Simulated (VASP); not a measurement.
Given:

```xyz
5
Lattice="6.2906 0.0000 0.0000 0.0000 6.2906 0.0000 0.0000 0.0000 6.2906" Properties=species:S:1:pos:R:3 pbc="T T T"
Cs     0.0000     0.0000     0.0000
Sn     3.1453     3.1453     3.1453
I      3.1453     0.0000     3.1453
I      0.0000     3.1453     3.1453
I      3.1453     3.1453     0.0000
```

These are optB88-vdW, VASP's PBE PAW potentials (set 64) (plane waves; VASP) values and carry that method's errors. Run with 520 eV cut-off, 4×4×4 Γ-centred mesh, Gaussian smearing of 0.050 eV, potentials Cs_sv Sn_d I.

Unless said otherwise, spin-orbit coupling is left out, though it shifts the bands of the heavy elements here.

Predict the energy per atom (σ→0), band gap (on the k-mesh) with the smallest direct gap where there is one.

| Property | Result |
|---|---|
| band gap (on the k-mesh) | 0.57 eV |
| smallest direct gap (on the k-mesh) | 0.57 eV |
| energy per atom (σ→0) | -0.429 eV/atom |

The compound is CsSnI3 in the cubic perovskite structure, the ideal cubic form; the compound distorts at low or room temperature. This cell is one point of a volume scan, at 1.03 of the reference volume.
